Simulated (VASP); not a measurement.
# How PAW data sets and precision settings change a VASP run on AlFe, part 2 of 3

How sensitive are energy and pressure of AlFe to the PAW data sets and precision settings? The series runs use PBE. The start is a cell from a database of measured crystal structures.

VASP 6.6.1, plane waves and PAW; the level of theory is named at each step.

Still holding for the runs below: The cell holds one magnetic atom, so no antiferromagnetic order fits into it. The k-mesh is coarse for a metal.

So far. Step 5 (PAW data sets: semicore 64: Al Fe sv): With 19 valence electrons the pressure is -7.31 GPa, -0.94 GPa from the first of the series, after 14 cycles in 12 s. Step 6 (PAW data sets: GW 64: Al GW Fe sv GW): With 19 valence electrons the pressure is -8.46 GPa, -2.09 GPa from the first of the series, after 14 cycles in 19 s.

## (8) Precision settings: PREC = Low

This step: PBE, spin-polarised from a ferromagnetic start (one magnetic atom a cell); plane waves and PAW (Al, Fe) (VASP 6.6.1).

PREC sets the FFT grids, and LREAL, ADDGRID and LASPH trade speed for accuracy.

Input file INCAR:

```
SYSTEM = AlFe
PREC = Low
ENCUT = 400
EDIFF = 1E-06
NELM = 100
ISMEAR = -1
SIGMA = 0.05
LREAL = .FALSE.
ALGO = Normal
GGA = PE
NBANDS = 14
ISPIN = 2
MAGMOM = 0 3
LASPH = .TRUE.
LMAXMIX = 4
LORBIT = 11
LWAVE = .FALSE.
LCHARG = .FALSE.
KPAR = 2
ISIF = 2
```

Input file POSCAR:

```
AlFe
1.0
    2.9100000000      0.0000000000      0.0000000000
    0.0000000000      2.9100000000      0.0000000000
    0.0000000000      0.0000000000      2.9100000000
Al Fe
1 1
Direct
    0.0000000000      0.0000000000      0.0000000000
    0.5000000000      0.5000000000      0.5000000000
```

Input file KPOINTS:

```
Automatic mesh
0
Gamma
9 9 9
0 0 0
```

The projector-augmented-wave data sets are Al and Fe (PBE family, release 64).

Started as:

```bash
mpirun -np 2 vasp_std
```

Output:

```text
[... set-up lines as in an earlier step ...]
 entering main loop
       N       E                     dE             d eps       ncg     rms          rms(c)
DAV:   1     0.276824811344E+02    0.27682E+02   -0.38733E+03  1976   0.644E+02
DAV:   2    -0.130044291228E+02   -0.40687E+02   -0.36661E+02  2068   0.135E+02
DAV:   3    -0.140894066865E+02   -0.10850E+01   -0.10726E+01  2524   0.258E+01
DAV:   4    -0.141045070747E+02   -0.15100E-01   -0.15097E-01  2320   0.276E+00
DAV:   5    -0.141049410586E+02   -0.43398E-03   -0.43397E-03  2572   0.496E-01    0.141E+01
DAV:   6    -0.158641205995E+02   -0.17592E+01   -0.45391E+01  2344   0.808E+01    0.176E+01
DAV:   7    -0.126760376152E+02    0.31881E+01   -0.26405E+01  2378   0.524E+01    0.300E+00
DAV:   8    -0.126514523119E+02    0.24585E-01   -0.21209E-01  2548   0.390E+00    0.171E+00
DAV:   9    -0.126434056742E+02    0.80466E-02   -0.31986E-02  2512   0.169E+00    0.101E+00
DAV:  10    -0.126411257725E+02    0.22799E-02   -0.43131E-03  2654   0.511E-01    0.240E-01
DAV:  11    -0.126413476564E+02   -0.22188E-03   -0.44671E-04  2476   0.222E-01    0.132E-01
DAV:  12    -0.126413818508E+02   -0.34194E-04   -0.17735E-04  2814   0.112E-01    0.550E-02
DAV:  13    -0.126413749139E+02    0.69370E-05   -0.10490E-05  2666   0.311E-02    0.186E-02
DAV:  14    -0.126413752676E+02   -0.35370E-06   -0.12142E-06  1262   0.105E-02
   1 F= -.12641375E+02 E0= -.12631863E+02  d E =-.190244E-01  mag=     0.6520
```

Wall time 5.2 s (2 MPI ranks of Intel Xeon Platinum 8259CL at 2.50GHz (Skylake/Cascade Lake), shared host); peak memory 0.21 GiB.

From OUTCAR (step 8):

```text
   NELECT =      11.0000    total number of electrons

 E-fermi :   7.6387

 spin component 1
 k-point     1 :       0.0000    0.0000    0.0000
  band No.  band energies     occupation
    ...
      2       5.2759      1.00000
      3       5.2759      1.00000
      4       7.2472      0.99960
      5       7.2472      0.99960
      6       7.2472      0.99960
      7      13.7851      0.00000
      8      13.7851      0.00000
      9      13.7851      0.00000
     10      16.7796      0.00000
     11      16.7796      0.00000
    ...

 k-point     2 :       0.1111    0.0000    0.0000
  band No.  band energies     occupation
    ...
      2       5.2462      1.00000
      3       5.3396      1.00000
      4       7.1222      0.99997
      5       7.1222      0.99997
      6       7.2604      0.99948
      7      12.1808      0.00000
      8      14.1046      0.00000
      9      14.1046      0.00000
     10      16.7352      0.00000
     11      18.1992      0.00000
    ...

  Total       -0.9599215     -0.9599215     -0.9599215      0.0000000     -0.0000000     -0.0000000
  in kB      -62.4118909    -62.4118909    -62.4118909      0.0000000     -0.0000000     -0.0000000
  external PRESSURE =     -62.4118909 kB  Pullay stress =       0.0000000 kB

 POSITION                                       TOTAL-FORCE (eV/Angst)
 -----------------------------------------------------------------------------------
      0.00000      0.00000      0.00000         0.000000      0.000000      0.000000
      1.45500      1.45500      1.45500         0.000000      0.000000      0.000000
 -----------------------------------------------------------------------------------
    total drift:                                0.000000      0.000000      0.000000

  FREE ENERGIE OF THE ION-ELECTRON SYSTEM (eV)
  ---------------------------------------------------
  free  energy   TOTEN  =       -12.6413752676 eV

  energy  without entropy=      -12.6223508928  energy(sigma->0) =      -12.63186308

 magnetization (x)
# of ion       s       p       d       tot
------------------------------------------
    1       -0.008  -0.016   0.000  -0.024
    2       -0.001   0.004   0.699   0.701
--------------------------------------------------
tot         -0.009  -0.012   0.699   0.678

[... 7 parts as in an earlier step ...]

[... 15 further parts left out ...]
```

This step gave:

| Property | Result |
| --- | --- |
| electrons | 11 |
| bands | 14 |
| free energy (TOTEN) | -12.64 eV |
| energy at zero smearing | -12.63 eV |
| Fermi energy | 7.639 eV |
| pressure | -6.241 GPa |
| moment of the cell, from the last line of the log | 0.652 μB |

The series starts at -6.3159 eV an atom and -6.24 GPa, after 14 cycles in 5.2 s.

## (9) Precision settings: PREC = Medium

Changes to INCAR since step 8:

```diff
@@ -1,3 +1,3 @@
 SYSTEM = AlFe
-PREC = Low
+PREC = Medium
 ENCUT = 400
```

POSCAR is that of step 8.

KPOINTS is that of step 8.

Started as:

```bash
mpirun -np 2 vasp_std
```

Output:

```text
[... set-up lines as in an earlier step ...]
 entering main loop
       N       E                     dE             d eps       ncg     rms          rms(c)
DAV:   1     0.276817928374E+02    0.27682E+02   -0.38733E+03  1976   0.644E+02
DAV:   2    -0.130050702492E+02   -0.40687E+02   -0.36661E+02  2068   0.135E+02
DAV:   3    -0.140900589573E+02   -0.10850E+01   -0.10726E+01  2524   0.258E+01
DAV:   4    -0.141051592797E+02   -0.15100E-01   -0.15096E-01  2320   0.276E+00
[...]
DAV:  12    -0.126416551066E+02   -0.34705E-04   -0.17895E-04  2822   0.113E-01    0.551E-02
DAV:  13    -0.126416481377E+02    0.69689E-05   -0.10487E-05  2672   0.311E-02    0.186E-02
DAV:  14    -0.126416484965E+02   -0.35878E-06   -0.12199E-06  1268   0.105E-02
   1 F= -.12641648E+02 E0= -.12632135E+02  d E =-.190267E-01  mag=     0.6519
```

Run time: 5.2 s. Hardware: 2 MPI ranks; peak memory 0.21 GiB; 9.5 s of CPU time.

From OUTCAR (step 9):

```text
  Total       -0.9786018     -0.9786018     -0.9786018      0.0000000     -0.0000000      0.0000000
  in kB      -63.6264433    -63.6264433    -63.6264433      0.0000000     -0.0000000      0.0000000
  external PRESSURE =     -63.6264433 kB  Pullay stress =       0.0000000 kB

  FREE ENERGIE OF THE ION-ELECTRON SYSTEM (eV)
  ---------------------------------------------------
  free  energy   TOTEN  =       -12.6416484965 eV

  energy  without entropy=      -12.6226217852  energy(sigma->0) =      -12.63213514

[... 4 parts as in an earlier step ...]

[... 1 further part left out ...]
[key lines of the parts left out:]
E-fermi :   7.6381
```

Against the first of the series the energy moves by -0.14 meV an atom and the pressure by -0.12 GPa, after 14 cycles in 5.2 s.

## (10) Precision settings: PREC = Normal

Changes to INCAR since step 9:

```diff
@@ -1,3 +1,3 @@
 SYSTEM = AlFe
-PREC = Medium
+PREC = Normal
 ENCUT = 400
```

POSCAR is that of step 9.

KPOINTS is that of step 9.

Started as:

```bash
mpirun -np 2 vasp_std
```

Output:

```text
[... set-up lines as in an earlier step ...]
 entering main loop
       N       E                     dE             d eps       ncg     rms          rms(c)
DAV:   1     0.276819021799E+02    0.27682E+02   -0.38733E+03  1976   0.644E+02
DAV:   2    -0.130049731324E+02   -0.40687E+02   -0.36661E+02  2068   0.135E+02
DAV:   3    -0.140899709074E+02   -0.10850E+01   -0.10726E+01  2524   0.258E+01
DAV:   4    -0.141050713110E+02   -0.15100E-01   -0.15097E-01  2320   0.276E+00
[...]
DAV:  12    -0.126415169636E+02   -0.34614E-04   -0.17873E-04  2822   0.113E-01    0.551E-02
DAV:  13    -0.126415099865E+02    0.69771E-05   -0.10471E-05  2666   0.311E-02    0.186E-02
DAV:  14    -0.126415103463E+02   -0.35976E-06   -0.12206E-06  1256   0.105E-02
   1 F= -.12641510E+02 E0= -.12631996E+02  d E =-.190279E-01  mag=     0.6518
```

It took 5.4 s on 2 MPI ranks; peak memory 0.22 GiB.

OUTCAR, selected parts (step 10):

```text
  Total       -0.9791824     -0.9791824     -0.9791824      0.0000000      0.0000000     -0.0000000
  in kB      -63.6641885    -63.6641885    -63.6641885      0.0000000      0.0000000     -0.0000000
  external PRESSURE =     -63.6641885 kB  Pullay stress =       0.0000000 kB

 POSITION                                       TOTAL-FORCE (eV/Angst)
 -----------------------------------------------------------------------------------
      0.00000      0.00000      0.00000         0.000000      0.000000      0.000000
      1.45500      1.45500      1.45500         0.000000      0.000000      0.000000
 -----------------------------------------------------------------------------------
    total drift:                                0.000000     -0.000000      0.000000

  FREE ENERGIE OF THE ION-ELECTRON SYSTEM (eV)
  ---------------------------------------------------
  free  energy   TOTEN  =       -12.6415103463 eV

  energy  without entropy=      -12.6224824843  energy(sigma->0) =      -12.63199642

[... 3 parts as in an earlier step ...]

[... 1 further part left out ...]
[key lines of the parts left out:]
E-fermi :   7.6380
```

Against the first of the series the energy moves by -0.07 meV an atom and the pressure by -0.13 GPa, after 14 cycles in 5.4 s.

## (11) Precision settings: PREC = Single

Changes to INCAR since step 10:

```diff
@@ -1,3 +1,3 @@
 SYSTEM = AlFe
-PREC = Normal
+PREC = Single
 ENCUT = 400
```

POSCAR is that of step 10.

KPOINTS is that of step 10.

Started as:

```bash
mpirun -np 2 vasp_std
```

Output:

```text
[... set-up lines as in an earlier step ...]
 entering main loop
       N       E                     dE             d eps       ncg     rms          rms(c)
DAV:   1     0.276829357708E+02    0.27683E+02   -0.38735E+03  1976   0.644E+02
DAV:   2    -0.130042457692E+02   -0.40687E+02   -0.36662E+02  2068   0.135E+02
DAV:   3    -0.140893185027E+02   -0.10851E+01   -0.10727E+01  2524   0.258E+01
DAV:   4    -0.141044207683E+02   -0.15102E-01   -0.15098E-01  2320   0.276E+00
[...]
DAV:  12    -0.126410133658E+02   -0.34434E-04   -0.17842E-04  2822   0.112E-01    0.551E-02
DAV:  13    -0.126410063798E+02    0.69861E-05   -0.10466E-05  2666   0.310E-02    0.186E-02
DAV:  14    -0.126410067404E+02   -0.36062E-06   -0.12217E-06  1262   0.105E-02
   1 F= -.12641007E+02 E0= -.12631493E+02  d E =-.190279E-01  mag=     0.6518
```

Elapsed: 8 s, on 2 MPI ranks; peak memory 0.22 GiB.

From OUTCAR (step 11):

```text
  Total       -0.9874881     -0.9874881     -0.9874881      0.0000000      0.0000000      0.0000000
  in kB      -64.2042037    -64.2042037    -64.2042037      0.0000000      0.0000000      0.0000000
  external PRESSURE =     -64.2042037 kB  Pullay stress =       0.0000000 kB

 POSITION                                       TOTAL-FORCE (eV/Angst)
 -----------------------------------------------------------------------------------
      0.00000      0.00000      0.00000         0.000000      0.000000      0.000000
      1.45500      1.45500      1.45500         0.000000      0.000000      0.000000
 -----------------------------------------------------------------------------------
    total drift:                               -0.000000     -0.000000     -0.000000

  FREE ENERGIE OF THE ION-ELECTRON SYSTEM (eV)
  ---------------------------------------------------
  free  energy   TOTEN  =       -12.6410067404 eV

  energy  without entropy=      -12.6219788375  energy(sigma->0) =      -12.63149279

[... 3 parts as in an earlier step ...]

[... 1 further part left out ...]
[key lines of the parts left out:]
E-fermi :   7.6382
```

Against the first of the series the energy moves by +0.19 meV an atom and the pressure by -0.18 GPa, after 14 cycles in 8 s.

## (12) Precision settings: PREC = Accurate

Changes to INCAR since step 11:

```diff
@@ -1,3 +1,3 @@
 SYSTEM = AlFe
-PREC = Single
+PREC = Accurate
 ENCUT = 400
```

POSCAR is that of step 11.

KPOINTS is that of step 11.

Started as:

```bash
mpirun -np 2 vasp_std
```

Output:

```text
[... set-up lines as in an earlier step ...]
 entering main loop
       N       E                     dE             d eps       ncg     rms          rms(c)
[... 14 cycles as in an earlier step ...]
   1 F= -.12641592E+02 E0= -.12632078E+02  d E =-.190277E-01  mag=     0.6519
```

Wall time 9 s (2 MPI ranks); peak memory 0.24 GiB.

From OUTCAR (step 12):

```text
[... 7 parts as in an earlier step ...]

[... 1 further part left out ...]
[key lines of the parts left out:]
E-fermi :   7.6380
```

Against the first of the series the energy moves by -0.11 meV an atom and the pressure by -0.13 GPa, after 14 cycles in 9 s.

## (13) Precision settings: LREAL = Auto

Changes to INCAR since step 12:

```diff
@@ -7,3 +7,3 @@
 SIGMA = 0.05
-LREAL = .FALSE.
+LREAL = Auto
 ALGO = Normal
```

POSCAR is that of step 12.

KPOINTS is that of step 12.

Started as:

```bash
mpirun -np 2 vasp_std
```

Output:

```text
[banner, memory and clock lines left out]
running    2 mpi-ranks, on    1 nodes
[...]
|                                                                             |
|               ----> ADVICE to this user running VASP <----                  |
|                                                                             |
|     You have a (more or less) 'small supercell' and for smaller cells       |
|     it is recommended to use the reciprocal-space projection scheme!        |
|     The real-space optimization is not efficient for small cells and it     |
|     is also less accurate ...                                               |
|     Therefore, set LREAL=.FALSE. in the INCAR file.                         |
|                                                                             |

 LDA part: xc-table for (Slater+PW92), standard interpolation
 POSCAR, INCAR and KPOINTS ok, starting setup
[...]
entering main loop
       N       E                     dE             d eps       ncg     rms          rms(c)
DAV:   1     0.276814330535E+02    0.27681E+02   -0.38735E+03  1976   0.644E+02
DAV:   2    -0.130059317702E+02   -0.40687E+02   -0.36662E+02  2068   0.135E+02
DAV:   3    -0.140909821211E+02   -0.10851E+01   -0.10726E+01  2524   0.258E+01
DAV:   4    -0.141060848296E+02   -0.15103E-01   -0.15099E-01  2320   0.276E+00
[...]
DAV:  12    -0.126424457966E+02   -0.34586E-04   -0.17885E-04  2822   0.113E-01    0.550E-02
DAV:  13    -0.126424388179E+02    0.69788E-05   -0.10438E-05  2666   0.310E-02    0.186E-02
DAV:  14    -0.126424391769E+02   -0.35903E-06   -0.12156E-06  1268   0.104E-02
   1 F= -.12642439E+02 E0= -.12632925E+02  d E =-.190281E-01  mag=     0.6519
```

Elapsed: 14 s, on 2 MPI ranks; peak memory 0.25 GiB.

From OUTCAR (step 13):

```text
  Total       -0.9823682     -0.9823682     -0.9823682      0.0000000      0.0000000     -0.0000000
  in kB      -63.8713238    -63.8713238    -63.8713238      0.0000000      0.0000000     -0.0000000
  external PRESSURE =     -63.8713238 kB  Pullay stress =       0.0000000 kB

  FREE ENERGIE OF THE ION-ELECTRON SYSTEM (eV)
  ---------------------------------------------------
  free  energy   TOTEN  =       -12.6424391769 eV

  energy  without entropy=      -12.6234111264  energy(sigma->0) =      -12.63292515

[... 4 parts as in an earlier step ...]

[... 1 further part left out ...]
[key lines of the parts left out:]
E-fermi :   7.6379
```

Against PREC = Accurate, on which this run builds, the energy moves by -0.42 meV an atom and the pressure by -0.02 GPa, after 14 cycles in 14 s.

(Continued in part 3 of 3.)

[Lines on the potential files, build, host, timing and source positions are cut from VASP's logs without a mark.]

[Logs are printed without paths, hosts, clocks, repeated set-up lines and the standing remarks that a program may print on its own settings, such as how far it seeks lower states.]

[Hosts, paths, dates, database ids (printed as entryN), source tags and the programs' standing remarks are cut or masked in the printed files.]

[A measured line is paired with the nearest computed mode of its activity, which favours agreement.]
